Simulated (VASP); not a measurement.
A VASP calculation is set up with these files.

### KPOINTS
```
Automatic mesh
0
Gamma
9 9 9
0 0 0
```

POSCAR:
```
Ni3Al
6.9868570
  0.4999999864   0.0000000000   0.0000000000
  0.0000000000   0.4999999864   0.0000000000
  0.0000000000   0.0000000000   0.4999999864
Al Ni
1 3
Cart
  0.0000000000   0.0000000000   0.0000000000
  0.0000000000   0.2499999932   0.2499999932
  0.2499999932   0.0000000000   0.2499999932
  0.2499999932   0.2499999932   0.0000000000
```

### INCAR
```
SYSTEM = Ni3Al
PREC = Accurate
ENCUT = 520
EDIFF = 1E-7
NELM = 100
ALGO = Normal
LREAL = .FALSE.
LASPH = .TRUE.
ISMEAR = 1
SIGMA = 0.1
GGA = CX
LUSE_VDW = .TRUE.
AGGAC = 0.0
LMAXMIX = 4
ISPIN = 2
MAGMOM = -0.0 0.2 0.2 0.2
LORBIT = 10
LWAVE = .FALSE.
LCHARG = .FALSE.
ISIF = 2
```

POTCAR, in this order: Al Ni (PBE.64 set). Program: vasp_std.

Problem. Write an equivalent input for Quantum ESPRESSO's pw.x.

Solution. One equivalent input (not run):
```
&CONTROL
  calculation = 'scf'
  pseudo_dir = './pseudo'
  outdir = './out'
  tprnfor = .true.
  tstress = .true.
/
&SYSTEM
  ibrav = 0
  nat = 4
  ntyp = 2
  ecutwfc = 98
  occupations = 'smearing'
  smearing = 'methfessel-paxton'
  degauss = 0.00735
  input_dft = 'vdw-df-cx'
  nspin = 2
  starting_magnetization(2) = 0.02
/
&ELECTRONS
  conv_thr = 7.3e-09
  electron_maxstep = 100
/
ATOMIC_SPECIES
  Al 26.982 Al.upf
  Ni 58.693 Ni.upf
CELL_PARAMETERS angstrom
     3.4934284    0.0000000    0.0000000
     0.0000000    3.4934284    0.0000000
     0.0000000    0.0000000    3.4934284
ATOMIC_POSITIONS crystal
  Al   0.0000000  0.0000000  0.0000000
  Ni   0.0000000  0.5000000  0.5000000
  Ni   0.5000000  0.0000000  0.5000000
  Ni   0.5000000  0.5000000  0.0000000
K_POINTS automatic
  9 9 9 0 0 0
```
The two are equivalent in intent, not identical: the potentials are each code's own (VASP's PAW set, PseudoDojo norm-conserving files in pw.x), so ENCUT and ecutwfc are chosen apart and not converted; conv_thr bounds pw.x's estimated SCF error, while EDIFF bounds the energy change between steps; starting_magnetization is a fraction of the valence charge and MAGMOM a moment in μB, so they match only roughly.

The compound is Ni3Al in the L1_2 structure. This cell is one point of a volume scan, at 0.97 of the reference volume.
